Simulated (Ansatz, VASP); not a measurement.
## Be2GeN2 in VASP and in Ansatz

```
CELL_PARAMETERS angstrom
3.56890 0.00000 0.00000
0.00000 3.56890 0.00000
0.00000 0.00000 4.34453
ATOMIC_POSITIONS crystal
Be 0.00000 0.00000 0.50000
Be 0.50000 0.50000 0.00000
Ge 0.00000 0.00000 0.00000
N 0.50000 0.00000 0.77434
N 0.00000 0.50000 0.22566
```

Change from the starting cell: ordered mixture with vacancies on the cation sites of antifluorite (P-4m2, No. 115).

Alike in both runs: task relaxation of cell and atoms; functional PBE; k mesh 10 × 10 × 10; occupations gaussian, width 0.1 eV; no spin polarisation.

|  | VASP | Ansatz |
| --- | --- | --- |
| version | VASP 6.6.1 | Ansatz 0.2.0 |
| potentials or method | VASP PAW PBE potentials, release 64 (Be, Ge_d, N) | scalar-relativistic, plane waves, PAW |
| plane-wave cutoff (eV) | 600 | 420 |
| valence electrons in the cell | 28 | 28 |

```tsv
	VASP	Ansatz	Ansatz less VASP
gap on the k mesh at the Fermi level, each at its own relaxed structure (eV)	none	none	-
relaxed volume (Å³/atom)	11.06	11.06	0.000
relaxed cell length with the largest relative difference (Å)	4.357	4.357	+0.0007
```

A gap of «none» marks a metal or a gap that the smearing closes.
